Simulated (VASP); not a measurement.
Output of a VASP run:

File OSZICAR:
```
       N       E                     dE             d eps       ncg     rms          rms(c)
DAV:   1     0.212658577910E+03    0.21266E+03   -0.16185E+04  7192   0.147E+03
DAV:   2    -0.556770189929E+02   -0.26834E+03   -0.26292E+03  7574   0.460E+02
DAV:   3    -0.614171300200E+02   -0.57401E+01   -0.56354E+01  7474   0.734E+01
DAV:   4    -0.614855387773E+02   -0.68409E-01   -0.68272E-01  9710   0.685E+00
DAV:   5    -0.614865790233E+02   -0.10402E-02   -0.10401E-02  7926   0.666E-01    0.227E+01
DAV:   6    -0.515239575692E+02    0.99626E+01   -0.12197E+01  7142   0.401E+01    0.187E+00
DAV:   7    -0.502162797553E+02    0.13077E+01   -0.53965E-01  7260   0.709E+00    0.832E-01
DAV:   8    -0.507683281699E+02   -0.55205E+00   -0.66450E-01  7180   0.643E+00    0.157E+00
DAV:   9    -0.507748495825E+02   -0.65214E-02   -0.11707E-02  7276   0.114E+00    0.789E-01
DAV:  10    -0.508436563668E+02   -0.68807E-01   -0.11038E-02  7170   0.112E+00    0.443E-01
DAV:  11    -0.508428874201E+02    0.76895E-03   -0.41557E-03  7454   0.672E-01    0.194E-01
DAV:  12    -0.508455621047E+02   -0.26747E-02   -0.54537E-03  7226   0.753E-01    0.125E-01
DAV:  13    -0.508485922841E+02   -0.30302E-02   -0.12730E-03  7246   0.359E-01    0.393E-02
DAV:  14    -0.508490282390E+02   -0.43595E-03   -0.48484E-04  7258   0.234E-01    0.208E-02
DAV:  15    -0.508490543110E+02   -0.26072E-04   -0.66742E-05  7786   0.797E-02    0.285E-02
DAV:  16    -0.508490176903E+02    0.36621E-04   -0.11355E-04  7270   0.982E-02    0.184E-02
DAV:  17    -0.508491212392E+02   -0.10355E-03   -0.17922E-05  5886   0.320E-02    0.811E-03
DAV:  18    -0.508491004960E+02    0.20743E-04   -0.60955E-07  3722   0.638E-03    0.652E-03
DAV:  19    -0.508491021503E+02   -0.16543E-05   -0.56807E-07  3704   0.798E-03
   1 F= -.50849102E+02 E0= -.50848404E+02  d E =-.508491E+02
```

OUTCAR:
```
------------------------ aborting loop because EDIFF is reached ----------------------------------------
  FORCE on cell =-STRESS in cart. coord.  units (eV):
  Direction    XX          YY          ZZ          XY          YZ          ZX
  --------------------------------------------------------------------------------------
  Total       -0.1812652     -0.1812652     -0.0267087     -0.0000000      0.0000000     -0.0000000
  in kB      -10.7131476    -10.7131490     -1.5785369     -0.0000000      0.0000000     -0.0000000
  external PRESSURE =      -7.6682778 kB  Pullay stress =       0.0000000 kB
  volume of cell :       27.11
      direct lattice vectors                 reciprocal lattice vectors
     2.708950342  0.000000000  0.000000000     0.369146671  0.213126916  0.000000000
    -1.354475171  2.346019970  0.000000000     0.000000000  0.426253831  0.000000000
     0.000000000  0.000000000  4.265551727     0.000000000  0.000000000  0.234436261
 POSITION                                       TOTAL-FORCE (eV/Angst)
 -----------------------------------------------------------------------------------
      1.35448      0.78201      3.19916         0.000000      0.000000      0.000000
     -0.00000      1.56401      1.06639        -0.000000     -0.000000      0.000000
 -----------------------------------------------------------------------------------
    total drift:                               -0.000441      0.000254     -0.000046
  FREE ENERGIE OF THE ION-ELECTRON SYSTEM (eV)
  ---------------------------------------------------
  free  energy   TOTEN  =       -50.8491021503 eV

  energy  without entropy=      -50.8470072584  energy(sigma->0) =      -50.84840385

 reached required accuracy - stopping structural energy minimisation
```
(Selected blocks of OUTCAR.)

### POSCAR
```
Ru
1
    2.7089503423     0.0000000000     0.0000000000
   -1.3544751711     2.3460199696     0.0000000000
    0.0000000000     0.0000000000     4.2655517268
Ru
2
Direct
  0.6666670000   0.3333330000   0.7500000000
  0.3333330000   0.6666670000   0.2500000000
```

### Question
Reconstruct the remaining input files.

### Answer
This is not unique; one that fits is the input of the run itself, r2SCAN meta-GGA, plane waves, VASP's PBE PAW potentials (set 64).

KPOINTS:
```
Automatic mesh
0
Gamma
17 17 10
0 0 0
```

### INCAR
```
! general
SYSTEM  = Ru
PREC    = Normal
ENCUT   = 400
LREAL   = F
LASPH   = T

! electronic loop
EDIFF   = 1E-5
NELM    = 100
NELMIN  = 4
ALGO    = Normal
LMAXMIX = 4
LMIXTAU = T

! smearing
ISMEAR  = 1
SIGMA   = 0.1

! functional
METAGGA = R2SCAN

! ions
IBRION  = 2
NSW     = 20
ISIF    = 2
EDIFFG  = -0.03

! output
LWAVE   = F
LCHARG  = F
```

POTCAR, in this order: Ru_pv (PBE.64 set). Program: vasp_std.

The compound is Ru in the hcp structure. It was relaxed first.
